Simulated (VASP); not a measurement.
OSZICAR of a VASP run on AgCl (rock salt):

**OSZICAR**
```
       N       E                     dE             d eps       ncg     rms          rms(c)
DAV:   1     0.991028316683E+02    0.99103E+02   -0.85136E+03   778   0.118E+03
DAV:   2    -0.212394116382E+01   -0.10123E+03   -0.95046E+02   884   0.252E+02
DAV:   3    -0.618518640978E+01   -0.40612E+01   -0.40480E+01   884   0.540E+01
DAV:   4    -0.621647660746E+01   -0.31290E-01   -0.31285E-01   874   0.535E+00
DAV:   5    -0.621687220396E+01   -0.39560E-03   -0.39559E-03   874   0.598E-01    0.822E+00
DAV:   6    -0.606256411437E+01    0.15431E+00   -0.37615E-01   832   0.879E+00    0.533E+00
DAV:   7    -0.605978754116E+01    0.27766E-02   -0.75112E-02   754   0.220E+00    0.218E+00
DAV:   8    -0.605838894004E+01    0.13986E-02   -0.41541E-03   804   0.820E-01    0.322E-01
DAV:   9    -0.605835054263E+01    0.38397E-04   -0.57322E-04   864   0.333E-01    0.418E-02
DAV:  10    -0.605836817481E+01   -0.17632E-04   -0.28073E-05   794   0.565E-02    0.180E-02
DAV:  11    -0.605837429408E+01   -0.61193E-05   -0.50912E-06   779   0.238E-02    0.379E-03
DAV:  12    -0.605837421364E+01    0.80432E-07   -0.33220E-07   864   0.792E-03
   1 F= -.60583742E+01 E0= -.60583742E+01  d E =-.605837E+01
```

### Question
Which electronic solver shows in the log?

### Answer
It is blocked Davidson (ALGO = Normal, or the opening steps of other solvers). The INCAR had ALGO = Normal.

### Question
Can the final energy be trusted as converged?

### Answer
Self-consistency was reached. It stopped with EDIFF = 1E-7, NELM = 100, NSW = 30 and EDIFFG = -0.01 after 1 ionic step (PBEsol GGA, plane waves, VASP's PBE PAW potentials (set 64)).

The compound is AgCl in the rock salt structure. This cell was strained or had an atom moved on purpose.
